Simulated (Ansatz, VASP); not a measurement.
ScAlC4N4 in VASP and in Ansatz

```xyz
10
Lattice="4.3583 -5.3702 0.3233 4.3583 5.3702 0.3233 -0.6129 0.0000 3.4108" Properties=species:S:1:pos:R:3 pbc="T T T"
Sc    4.3583    0.0000    0.3233
Al    0.0000    0.0000    0.0000
C     4.3583    3.3671    0.3233
C     4.3583   -3.3671    0.3233
C     6.4157    0.0000    2.9787
C     1.6880    0.0000    1.0788
N     4.3583    2.1963    0.3233
N     4.3583   -2.1963    0.3233
N     5.5049    0.0000    2.2045
N     2.5987    0.0000    1.8529
```

Alike in both runs: functional PBE; k mesh 4 × 4 × 4; occupations gaussian, width 0.1 eV; no spin polarisation.

Ansatz relaxed the structure, and its values are those at the end. VASP's run is a single point on that final structure, the one shown.

```csv
,VASP,Ansatz
version,VASP 6.6.1,Ansatz 0.2.0
potentials or method,"VASP PAW PBE potentials, release 64 (Sc_sv, Al, C, N)","scalar-relativistic, plane waves, PAW"
plane-wave cutoff (eV),520,420
valence electrons in the cell,50,50
```

```csv
,VASP,Ansatz,Ansatz less VASP
gap on the k mesh at the Fermi level (eV),none,none,-
pressure (GPa),0.5,0.0,-0.50
rms of the force components (eV/Å),0.175,0.004,-0.1711
```

A gap of «none» marks a metal or a gap that the smearing closes. One of these differences is far larger than is usual between the two programs; its cause wasn't traced.

Caveats: the k mesh is coarse (spacing up to 0.46 Å⁻¹), so the values aren't converged; the standard files for N, O and F lose accuracy on very short bonds.
